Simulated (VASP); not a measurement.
# Mg6CrCd (Amm2) in VASP: further runs

The runs below take Mg6CrCd through single point, with LDA.

All numbers are computed with VASP 6.6.1; they aren't measurements. Logs are shortened: lines on timing, memory, paths and dates and some standing lists are left out, and cuts for length are marked.

## (1) Starting point

It takes space group Amm2 (No. 38, orthorhombic). The conventional cell has a = 5.007 Å, b = 6.271 Å, c = 10.893 Å, α = 90.00°, β = 90.00°, γ = 90.00°. Cd (site symmetry mm2) has 10 Mg at 3.10 to 3.15 Å and 2 Cr at 3.14 Å as nearest neighbours. Cr (site symmetry mm2) has 10 Mg at 3.06 to 3.16 Å and 2 Cd at 3.14 Å as nearest neighbours. Mg (site symmetry mm2) is surrounded by 10 Mg at 3.10 to 3.14 Å and 2 Cd at 3.10 Å. Mg (site symmetry mm2) has 2 Cr at 3.06 Å and 10 Mg at 3.07 to 3.22 Å as nearest neighbours. Around Mg (site symmetry m) lie 8 Mg at 3.06 to 3.22 Å and 2 Cr at 3.07 Å and 2 Cd at 3.10 Å. Around Mg (site symmetry m) lie 8 Mg at 3.10 to 3.16 Å and 2 Cr at 3.13 to 3.16 Å and 2 Cd at 3.13 to 3.15 Å.

The cell comes from a database or a generator and needn't be the stable form of this composition.

## (2) Single point, LDA, collinear spin, ferromagnetic start

INCAR reads:

```
PREC = Accurate
ENCUT = 520
EDIFF = 1E-6
ISMEAR = 0
SIGMA = 0.1
LREAL = False
LASPH = True
NELM = 100
ALGO = Fast
ISIF = 2
LWAVE = False
LCHARG = False
ISPIN = 2
MAGMOM = 0 3 0 0 0 0 0 0
LORBIT = 11
LMAXMIX = 4
```

KPOINTS reads:

```
Automatic mesh
0
Gamma
  6 5 5
```

POSCAR reads:

```
Mg6CrCd
5.0073
    0.999997004374      0.000000000000      0.000000000000
    0.000000000000      0.626190162363      1.087752980648
    0.000000000000     -0.626190162363      1.087752980648
Cd Cr Mg
1 1 6
Direct
    0.5000000000      0.6659480000      0.6659480000
    0.5000000000      0.1674780000      0.1674780000
    0.0000000000      0.8332740000      0.8332740000
    0.0000000000      0.3292100000      0.3292100000
    0.0000000000      0.3294580000      0.8413240000
    0.0000000000      0.8413240000      0.3294580000
    0.5000000000      0.1683370000      0.6649670000
    0.5000000000      0.6649670000      0.1683370000
```

Potentials or basis: VASP PAW LDA potentials, release 64 (Cd, Cr_pv, Mg).

The run is started by

```
$ cat potpaw_LDA.64/Cd/POTCAR potpaw_LDA.64/Cr_pv/POTCAR potpaw_LDA.64/Mg/POTCAR > POTCAR
$ mpirun -np 1 vasp_std > vasp.out
```

OUTCAR:

```text
PREC = Accurate
   ENCUT = 520
   EDIFF = 1E-6
   ISMEAR = 0
   LREAL = False
   LASPH = True
   NELM = 100
   ISIF = 2
   ISPIN = 2
   LORBIT = 11

 ion  position               nearest neighbor table
   1  0.500  0.666  0.666-   3 3.10   3 3.10   6 3.10   5 3.10   5 3.10   6 3.10   8 3.13   7 3.13
                             2 3.14   2 3.14   7 3.15   8 3.15
   2  0.500  0.167  0.167-   4 3.06   4 3.06   6 3.07   5 3.07   5 3.07   6 3.07   8 3.13   7 3.13
                             1 3.14   1 3.14   8 3.16   7 3.16
   3  0.000  0.833  0.833-   7 3.10   8 3.10   7 3.10   8 3.10   1 3.10   1 3.10   4 3.14   4 3.14
                             5 3.14   6 3.14   6 3.14   5 3.14
   4  0.000  0.329  0.329-   2 3.06   2 3.06   6 3.07   5 3.07   8 3.10   7 3.10   7 3.10   8 3.10
                             3 3.14   3 3.14   6 3.22   5 3.22
   5  0.000  0.329  0.841-   6 3.06   4 3.07   2 3.07   2 3.07   1 3.10   1 3.10   7 3.11   7 3.11
                             3 3.14   3 3.14   6 3.21   4 3.22
   6  0.000  0.841  0.329-   5 3.06   4 3.07   2 3.07   2 3.07   1 3.10   1 3.10   8 3.11   8 3.11
                             3 3.14   3 3.14   5 3.21   4 3.22
   7  0.500  0.168  0.665-   3 3.10   3 3.10   4 3.10   4 3.10   5 3.11   5 3.11   8 3.11   2 3.13
                             1 3.13   1 3.15   2 3.16   8 3.16
   8  0.500  0.665  0.168-   3 3.10   3 3.10   4 3.10   4 3.10   6 3.11   6 3.11   7 3.11   2 3.13
                             1 3.13   1 3.15   2 3.16   7 3.16

  LATTYP: Found a base centered orthorhombic cell.
 ALAT       =     6.2710440000
 B/A-ratio  =     1.7370968853
 C/A-ratio  =     0.7984770957

  Lattice vectors:

 A1 = (   0.0000000000,   3.1355220000,  -5.4467055000)
 A2 = (   0.0000000000,   3.1355220000,   5.4467055000)
 A3 = (   5.0072850000,   0.0000000000,   0.0000000000)

Analysis of symmetry for initial positions (statically):
=====================================================================
 Subroutine PRICEL returns:
 Original cell was already a primitive cell.

 Routine SETGRP: Setting up the symmetry group for a
 base centered orthorhombic supercell.

 Subroutine GETGRP returns: Found  4 space group operations
 (whereof  4 operations were pure point group operations)
 out of a pool of  8 trial point group operations.

The static configuration has the point symmetry C_2v.

Analysis of symmetry for dynamics (positions and initial velocities):
=====================================================================
 Subroutine PRICEL returns:
 Original cell was already a primitive cell.

 Routine SETGRP: Setting up the symmetry group for a
 base centered orthorhombic supercell.

 Subroutine GETGRP returns: Found  4 space group operations
 (whereof  4 operations were pure point group operations)
 out of a pool of  8 trial point group operations.

The dynamic configuration has the point symmetry C_2v.

Analysis of structural, dynamic, and magnetic symmetry:
=====================================================================
 Subroutine PRICEL returns:
 Original cell was already a primitive cell.

 Routine SETGRP: Setting up the symmetry group for a
 base centered orthorhombic supercell.

 Subroutine GETGRP returns: Found  4 space group operations
 (whereof  4 operations were pure point group operations)
 out of a pool of  8 trial point group operations.

The overall configuration has the point symmetry C_2v.

 Subroutine INISYM returns: Found  4 space group operations
 (whereof  4 operations are pure point group operations),
 and found     1 'primitive' translations

----------------------------------------------------------------------------------------

                                     Primitive cell

  volume of cell :     171.0315

  direct lattice vectors                    reciprocal lattice vectors
     5.007285000  0.000000000  0.000000000     0.199709024  0.000000000  0.000000000
     0.000000000  3.135522000  5.446705500     0.000000000  0.159463081  0.091798611
     0.000000000 -3.135522000  5.446705500     0.000000000 -0.159463081  0.091798611

  length of vectors
     5.007285000  6.284751309  6.284751309     0.199709024  0.183998531  0.183998531

  position of ions in fractional coordinates (direct lattice)
     0.500000000  0.665948000  0.665948000
     0.500000000  0.167478000  0.167478000
     0.000000000  0.833274000  0.833274000
     0.000000000  0.329210000  0.329210000
     0.000000000  0.329458000  0.841324000
     0.000000000  0.841324000  0.329458000
[... 78 lines left out ...]
   ICHARG =      2    charge: 1-file 2-atom 10-const
   ISPIN  =      2    spin polarized calculation?
   LNONCOLLINEAR =      F non collinear calculations
   LSORBIT =      F    spin-orbit coupling
   LASPH  =      T    aspherical Exc in radial PAW
   ENCUT  =  520.0 eV  38.22 Ry    6.18 a.u.   9.31 11.69 11.69*2*pi/ulx,y,z
   NELM   =    100;   NELMIN=  2; NELMDL= -5     # of ELM steps
   EDIFF  = 0.1E-05   stopping-criterion for ELM
   LREAL  =      F    real-space projection
   EDIFFG = 0.1E-04   stopping-criterion for IOM
   NSW    =      0    number of steps for IOM
   IBRION =     -1    ionic relax: 0-MD 1-quasi-New 2-CG
   NFREE  =      0    steps in history (QN), initial steepest desc. (CG)
   ISIF   =      2    stress and relaxation
   ISYM   =      2    0-nonsym 1-usesym 2-fastsym
   POTIM  = 0.5000    time-step for ionic-motion
   TEBEG  =    0.0;   TEEND  =   0.0 temperature during run
   PSTRESS=    0.0 pullay stress
   NELECT =      36.0000    total number of electrons
   NUPDOWN=      -1.0000    fix difference up-down
   EMIN   =  10.00;   EMAX   =-10.00  energy-range for DOS
   EFERMI =   0.00;   METHOD = LEGACY
   ISMEAR =     0;   SIGMA  =   0.10  broadening in eV -4-tet -1-fermi 0-gaus
   EFERMI_NEDOS =   21; number of points for ismear=-14 and -15
   IALGO  =     68    algorithm
   IMIX   =      4    mixing-type and parameters
     AMIX     =   0.40;   BMIX     =  1.00
     AMIX_MAG =   1.60;   BMIX_MAG =  1.00
  volume/ion in A,a.u.               =      21.38       144.27
  Fermi-wavevector in a.u.,A,eV,Ry     =   0.973831  1.840274 12.903045  0.948347
  Thomas-Fermi vector in A             =   2.104242
   LORBIT       =     11    0 simple, 1 ext, 2 COOP (PROOUT), +10 PAW based schemes
   GGA     = CA    functional components
   LHFCALC =     F    Hartree Fock is set to
   AEXX    =    0.0000 exact exchange contribution
   IVDW    =     0    specifies the selected vdW correction
   LEPSILON=     F    determine dielectric tensor
   LRPA    =     F    only Hartree local field effects (RPA)
 spin polarized calculation
 RMM-DIIS sequential band-by-band and
 Gauss-broadening in eV      SIGMA  =   0.10
  energy-cutoff  :      520.00
  volume of cell :      171.03
 maximum number of plane-waves:      4632
 NGX is ok and might be reduce to    40
   NGX = 19   NGY = 23   NGZ = 23

 number of electron      35.9999991 magnetization       4.2321809

 Free energy of the ion-electron system (eV)
  ---------------------------------------------------
  ext. energy  EPLUGINS =         0.00000000
  ---------------------------------------------------
  free energy    TOTEN  =       -21.64850088 eV

  energy without entropy =      -21.63155365  energy(sigma->0) =      -21.64002727

 E-fermi :   2.9801     XC(G=0):  -9.4282

 val. band max:        2.9718499932   @ k =   0.5000   0.0000   0.0000
 cond. band min:       2.9808155598   @ k =   0.5000  -0.2000   0.2000
 fundamental gap:      0.0089655666
 Fermi energy:         2.9800912488

 spin component 1

 k-point     1 :       0.0000    0.0000    0.0000
  band No.  band energies     occupation
      1     -40.5719      1.00000
      2     -40.5601      1.00000
      3     -40.5584      1.00000
      4      -5.8010      1.00000
      5      -5.7326      1.00000
      6      -5.7274      1.00000
[... 661 lines left out ...]
     24       5.2715      0.00000
     25       5.7286      0.00000

 [... further k-points ...]

 spin component 2

 k-point     1 :       0.0000    0.0000    0.0000
  band No.  band energies     occupation
      1     -37.2961      1.00000
      2     -37.2756      1.00000
      3     -37.2605      1.00000
      4      -5.8010      1.00000
      5      -5.7347      1.00000
      6      -5.7184      1.00000
[... 661 lines left out ...]
     24       5.9343      0.00000
     25       6.1736      0.00000

 [... further k-points ...]

------------------------ aborting loop because EDIFF is reached ----------------------------------------

  FORCE on cell =-STRESS in cart. coord.  units (eV):
  Direction    XX          YY          ZZ          XY          YZ          ZX
  --------------------------------------------------------------------------------------
  -------------------------------------------------------------------------------------
  Total       -4.3214449     -4.1493444     -4.4491015      0.0000000      0.0000000      0.0000000
  in kB      -40.4821443    -38.8699531    -41.6779973      0.0000000      0.0000000      0.0000000
  external PRESSURE =     -40.3433649 kB  Pullay stress =       0.0000000 kB

 VOLUME and BASIS-vectors are now :
 -----------------------------------------------------------------------------
  energy-cutoff  :      520.00
  volume of cell :      171.03
      direct lattice vectors                 reciprocal lattice vectors
     5.007285000  0.000000000  0.000000000     0.199709024  0.000000000  0.000000000
     0.000000000  3.135522000  5.446705500     0.000000000  0.159463081  0.091798611
     0.000000000 -3.135522000  5.446705500     0.000000000 -0.159463081  0.091798611

 POSITION                                       TOTAL-FORCE (eV/Angst)
 -----------------------------------------------------------------------------------
      2.50364      0.00000      7.25445         0.000000      0.000000      0.017105
      2.50364      0.00000      1.82441         0.000000      0.000000      0.014871
      0.00000      0.00000      9.07720         0.000000      0.000000     -0.078068
      0.00000      0.00000      3.58622         0.000000      0.000000     -0.096345
      0.00000     -1.60497      6.37690         0.000000     -0.021120      0.078652
      0.00000      1.60497      6.37690         0.000000      0.021120      0.078652
      2.50364     -1.55719      4.53876         0.000000      0.009047     -0.007434
      2.50364      1.55719      4.53876         0.000000     -0.009047     -0.007434
 -----------------------------------------------------------------------------------
    total drift:                               -0.000000      0.000000      0.000584

  FREE ENERGIE OF THE ION-ELECTRON SYSTEM (eV)
  ---------------------------------------------------
  free  energy   TOTEN  =       -21.6485008836 eV

  energy  without entropy=      -21.6315536507  energy(sigma->0) =      -21.64002727

 total charge

# of ion       s       p       d       tot
------------------------------------------
    1        0.564   0.347   9.435  10.346
    2        0.272   6.135   4.097  10.504
    3        0.218   0.137   0.014   0.368
    4        0.222   0.144   0.013   0.379
    5        0.213   0.138   0.014   0.365
    6        0.213   0.138   0.014   0.365
    7        0.210   0.139   0.013   0.363
    8        0.210   0.139   0.013   0.363
--------------------------------------------------
tot          2.122   7.316  13.614  23.051

 magnetization (x)

# of ion       s       p       d       tot
------------------------------------------
    1       -0.017   0.001   0.007  -0.009
    2        0.047   0.031   3.544   3.622
    3        0.010   0.004  -0.000   0.014
    4       -0.006   0.006   0.002   0.002
    5       -0.006   0.005   0.002   0.001
    6       -0.006   0.005   0.002   0.001
    7       -0.009   0.001   0.001  -0.006
    8       -0.009   0.001   0.001  -0.006
--------------------------------------------------
tot          0.003   0.056   3.558   3.617
```

Wall time 4.1 min (1 thread of Intel Xeon Platinum 8488C (Sapphire Rapids), shared host); peak memory 0.41 GiB.

What came out:

```yaml
Free_energy: -21.6485 eV
Pressure: -4.0 GPa
Largest_force: 0.096 eV/Å
Band_gap_on_the_k_mesh: none (metal or under the smearing width)
Net_moment: 4.23 μB per cell
Site_moments: Cd -0.01; Cr +3.62; Mg +0.01, +0.00, -0.01 μB
Valence_electrons_inside_the_program's_atomic_spheres: Cd 10.35; Cr 10.50; Mg 0.37, 0.38, 0.36
```

Forces on the atoms (eV/Å):
```
Cd   0.000  0.000  0.017
Cr   0.000  0.000  0.015
Mg   0.000  0.000 -0.078
Mg   0.000  0.000 -0.096
Mg   0.000 -0.021  0.079
Mg   0.000  0.021  0.079
Mg   0.000  0.009 -0.007
Mg   0.000 -0.009 -0.007
```

(Part 1 of 2 ends here.)
